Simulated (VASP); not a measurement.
Set up this calculation in VASP 6.6.1, as the native input.

| Quantity | Value |
| --- | --- |
| Task | single point |
| Functional | PBEsol |
| Potentials or basis | VASP PAW PBE potentials, release 64 (Zr_sv, C) |
| Cutoff | 520 eV |
| k mesh | 18 × 18 × 18 |
| Occupations | gaussian, width 0.15 eV |
| Spin | no spin polarisation |
| Dipole correction | no |
| Further INCAR settings | ALGO = Fast; EDIFF = 1e-06; NBANDS = 15 |

The structure of ZrC lies in POSCAR:

```
ZrC
1.0
    0.0000000000      2.3502100000      2.3502100000
    2.3502100000      0.0000000000      2.3502100000
    2.3502100000      2.3502100000      0.0000000000
Zr C
1 1
Direct
    0.5000000000      0.5000000000      0.5000000000
    0.0000000000      0.0000000000      0.0000000000
```

One way to write it, as run:

INCAR

```
  ALGO = Fast
  EDIFF = 1E-6
  ENCUT = 520
  GGA = PS
  ISIF = 2
  ISMEAR = 0
  LASPH = True
  LCHARG = False
  LREAL = False
  LWAVE = False
  NBANDS = 15
  NELM = 80
  PREC = Accurate
  SIGMA = 0.15
```

KPOINTS

```
k-points
0
Gamma
  18 18 18
```

Potentials or basis: VASP PAW PBE potentials, release 64 (Zr_sv, C).

Run with:

```bash
$ cat potpaw_PBE.64/Zr_sv/POTCAR potpaw_PBE.64/C/POTCAR > POTCAR
$ mpirun -np 1 vasp_std > vasp.out
```

It gave:

```yaml
Pressure: -4.2 GPa
Band_gap_on_the_k_mesh: none (metal or under the smearing width)
```

Caveat: the PAW data sets were made with another functional, which shifts forces and pressure a little.

Wall time 53 s on 1 thread of Intel(R) Xeon(R) 6975P-C (Granite Rapids) (shared host), peak memory 0.2 GiB.
